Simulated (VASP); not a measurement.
# Be2CdS3 in VASP: a series of runs, part 2 of 2

VASP 6.6.1.

## 5. Relaxation of cell and atoms, PBE

This run uses another cell than the first one, of 21.14 Å³/atom, 1.229 times its volume.

Contents of INCAR:

```
  PREC = Normal
  ENCUT = 520
  EDIFF = 1E-4
  ISMEAR = 0
  SIGMA = 0.15
  LREAL = False
  LASPH = True
  NELM = 60
  ALGO = Fast
  ISIF = 3
  LWAVE = False
  LCHARG = False
  GGA = PE
  IBRION = 2
  NSW = 24
  EDIFFG = -0.08
  KPAR = 2
```

Contents of KPOINTS:

```
regular mesh
0
Gamma
  4 4 2
```

Contents of POSCAR:

```
Be2CdS3
1.0
    3.8600695500      0.0000000000      0.0000000000
    0.0000000000      3.8600695500      0.0000000000
    0.0000000000      0.0000000000      8.5140905200
Be Cd S
2 1 3
Direct
    0.5000000000      0.5000000000      0.0000000000
    0.5000000000      0.5000000000      0.5000000000
    0.0000000000      0.0000000000      0.0000000000
    0.0000000000      0.0000000000      0.2191913100
    0.0000000000      0.0000000000      0.7808086900
    0.0000000000      0.0000000000      0.5000000000
```

Potentials or basis: VASP PAW PBE potentials, release 64 (Be, Cd, S).

Launch:

```
> cat potpaw_PBE.64/Be/POTCAR potpaw_PBE.64/Cd/POTCAR potpaw_PBE.64/S/POTCAR > POTCAR
> mpirun -np 2 vasp_std > vasp.out
```

OUTCAR:

```text
PREC = Normal
   ENCUT = 520
   EDIFF = 1E-4
   ISMEAR = 0
   LREAL = False
   LASPH = True
   NELM = 60
   ISIF = 3
   GGA = PE
   IBRION = 2
   NSW = 24
   EDIFFG = -0.08

 ion  position               nearest neighbor table
   1  0.500  0.500  0.000-   3 2.73   3 2.73   3 2.73   3 2.73
   2  0.500  0.500  0.500-
   3  0.000  0.000  0.000-   4 1.87   5 1.87   1 2.73   1 2.73   1 2.73   1 2.73
   4  0.000  0.000  0.219-   3 1.87   6 2.39
   5  0.000  0.000  0.781-   3 1.87   6 2.39
   6  0.000  0.000  0.500-   4 2.39   5 2.39

  LATTYP: Found a simple tetragonal cell.
 ALAT       =     3.8600695500
 C/A-ratio  =     2.2056831903

  Lattice vectors:

 A1 = (   3.8600695500,   0.0000000000,   0.0000000000)
 A2 = (   0.0000000000,   3.8600695500,   0.0000000000)
 A3 = (   0.0000000000,   0.0000000000,   8.5140905200)

Analysis of symmetry for initial positions (statically):
=====================================================================
 Subroutine PRICEL returns:
 Original cell was already a primitive cell.

 Routine SETGRP: Setting up the symmetry group for a
 simple tetragonal supercell.

 Subroutine GETGRP returns: Found 16 space group operations
 (whereof 16 operations were pure point group operations)
 out of a pool of 16 trial point group operations.

The static configuration has the point symmetry D_4h.

Analysis of symmetry for dynamics (positions and initial velocities):
=====================================================================
[... 270 lines left out ...]
  free  energy   TOTEN  =       -14.4562040510 eV

  energy  without entropy=      -14.4202078956  energy(sigma->0) =      -14.43820597

 E-fermi :   6.6435     XC(G=0): -10.6634

 val. band max:        6.4804314140   @ k =   0.2500   0.0000   0.5000
 cond. band min:       6.7025427872   @ k =   0.2500   0.0000   0.5000
 fundamental gap:      0.2221113732
 Fermi energy:         6.6434689984

 k-point     1 :       0.0000    0.0000    0.0000
  band No.  band energies     occupation
      1     -11.1477      2.00000
      2      -8.1430      2.00000
      3      -6.9262      2.00000
      4      -4.7335      2.00000
      5      -4.6276      2.00000
      6      -3.5987      2.00000
[... 277 lines left out ...]
     20       8.1399      0.00000
     21       9.7301      0.00000

[... ionic steps 4 to 14 ...]

--------------------------------------- Ionic step       15  -------------------------------------------

 number of electron      33.9999991 magnetization

------------------------ aborting loop because EDIFF is reached ----------------------------------------
[... 75 lines left out ...]
--------------------------------------- Ionic step       17  -------------------------------------------

 number of electron      33.9999972 magnetization

 Free energy of the ion-electron system (eV)
  ---------------------------------------------------
  ext. energy  EPLUGINS =         0.00000000
  ---------------------------------------------------
  free energy    TOTEN  =       -16.77618495 eV

  energy without entropy =      -16.73362707  energy(sigma->0) =      -16.75490601

 E-fermi :   4.1948     XC(G=0):  -9.6338

 val. band max:        4.0728492576   @ k =   0.0000   0.0000   0.0000
 cond. band min:       4.2605428006   @ k =   0.2500   0.2500   0.5000
 fundamental gap:      0.1876935430
 Fermi energy:         4.1948401573

 k-point     1 :       0.0000    0.0000    0.0000
  band No.  band energies     occupation
      1     -12.0321      2.00000
      2      -9.1335      2.00000
      3      -8.1850      2.00000
      4      -6.0263      2.00000
      5      -5.9661      2.00000
      6      -5.3531      2.00000
[... 310 lines left out ...]
  FREE ENERGIE OF THE ION-ELECTRON SYSTEM (eV)
  ---------------------------------------------------
  free  energy   TOTEN  =       -16.7761849493 eV

  energy  without entropy=      -16.7336270694  energy(sigma->0) =      -16.75490601

 reached required accuracy - stopping structural energy minimisation
```

CONTCAR:

```text
Be2CdS3
   1.00000000000000
     3.2141807087459102   -0.0000000000000000    0.0000000000000000
     0.0000000000000000    3.2141807087459102   -0.0000000000000000
    -0.0000000000000000    0.0000000000000000   10.5988400200057935
  Be              Cd              S
     2     1     3
Direct
     0.5000000000000000    0.5000000000000000    0.0000000000000000
     0.5000000000000000    0.5000000000000000    0.5000000000000000
     0.0000000000000000    0.0000000000000000    0.0000000000000000
     0.0000000000000000    0.0000000000000000    0.2718772049278730
     0.0000000000000000    0.0000000000000000    0.7281227950721268
     0.0000000000000000    0.0000000000000000    0.5000000000000000

  0.00000000E+00  0.00000000E+00  0.00000000E+00
  0.00000000E+00  0.00000000E+00  0.00000000E+00
  0.00000000E+00  0.00000000E+00  0.00000000E+00
  0.00000000E+00  0.00000000E+00  0.00000000E+00
  0.00000000E+00  0.00000000E+00  0.00000000E+00
  0.00000000E+00  0.00000000E+00  0.00000000E+00
```

Run time: 1.8 min. Hardware: 2 MPI ranks of Intel Xeon 6975P-C (Granite Rapids), shared host; peak memory 0.18 GiB.

What came out:

| Item | Value |
| --- | --- |
| Free energy | -16.7762 eV |
| Relaxed volume | 18.25 Å³/atom |
| Relaxed cell | a = 3.214 Å, b = 3.214 Å, c = 10.599 Å, α = 90.00°, β = 90.00°, γ = 90.00° |
| Space group after relaxing (to 0.05 Å) | P4/mmm (No. 123) |
| Energy gained by relaxing | 1272.6 meV/atom |
| Ionic steps | 17 |
| Pressure after relaxing | 0.1 GPa |
| Largest force after relaxing | 0.056 eV/Å |
| Band gap on the k mesh | none (metal or under the smearing width) |

Forces in eV/Å, atoms in the order of the input:
```
Be   0.000  0.000  0.000
Be   0.000  0.000  0.000
Cd   0.000  0.000  0.000
S    0.000  0.000  0.056
S    0.000  0.000 -0.056
S    0.000  0.000  0.000
```

Stress tensor (GPa, compression positive):
```
 0.21  0.00  0.00
 0.00  0.21  0.00
 0.00  0.00 -0.01
```

The path:
```
step  energy change (eV)  largest force (eV/Å)  pressure (GPa)  volume (Å³)
   1              0.0000               15.7970           21.77       126.86
   2             -3.5710                1.1752           -6.78       173.49
   3             -5.3154                0.3106           -8.30       172.13
   4             -5.3286                0.2856           -8.32       171.06
   5             -5.8493                0.1652           -8.77       150.30
   6             -6.0892                0.0702           -5.82       138.92
   7             -6.0976                0.1506           -7.08       141.64
   8             -6.1014                0.1389           -6.61       140.55
   9             -6.9323                0.1313           -5.04       125.20
  10             -6.2585                0.3343           23.71        87.05
  11             -7.3605                0.2596           -1.05       112.34
  12             -7.4137                0.2519            1.49       106.87
  13             -7.4749                0.3571            0.77       107.96
  14             -7.6286                0.1504           -0.68       110.88
  15             -7.6303                0.0837            0.50       109.11
  16             -7.6322                0.1078           -0.02       109.85
  17             -7.6354                0.0558            0.14       109.50
```

Final structure:
```yaml
crystal:
  lattice:
    - [3.21418, 0.00000, 0.00000]
    - [0.00000, 3.21418, 0.00000]
    - [0.00000, 0.00000, 10.59884]
  atoms:
    - { symbol: Be, position: [0.50000, 0.50000, 0.00000] }
    - { symbol: Be, position: [0.50000, 0.50000, 0.50000] }
    - { symbol: Cd, position: [0.00000, 0.00000, 0.00000] }
    - { symbol: S, position: [0.00000, 0.00000, 0.27188] }
    - { symbol: S, position: [0.00000, 0.00000, 0.72812] }
    - { symbol: S, position: [0.00000, 0.00000, 0.50000] }
```

Caveat: the k mesh is coarse (spacing up to 0.41 Å⁻¹), so the values aren't converged; the relaxation stopped at a loose force limit of 0.08 eV/Å, so its end isn't a converged minimum.

## 6. The runs side by side

```csv
k mesh,gap on the mesh (eV),pressure (GPa),relaxed volume (Å³/atom),largest force (eV/Å)
3 × 3 × 4,none,-0.1,16.86,-
4 × 4 × 2,none,0.1,18.25,0.06
5 × 5 × 5,2.67,-0.1,17.63,0.05
```

Alike in all rows: task relaxation of cell and atoms; level PBE; potentials or basis VASP PAW PBE potentials, release 64 (Be, Cd, S); no spin polarisation; cell relaxed; cutoff (eV) 520; smearing gaussian 0.15 eV; the mesh is coarse, so values aren't converged.

Caveats: all runs use coarse meshes; the relaxation stopped at a loose force limit of 0.08 eV/Å, so its end isn't a converged minimum; an odd mesh through Γ misses points on the zone boundary, where band edges often lie (some runs).

Total energies depend on the potentials used, so only differences within one code and one set of settings carry meaning.
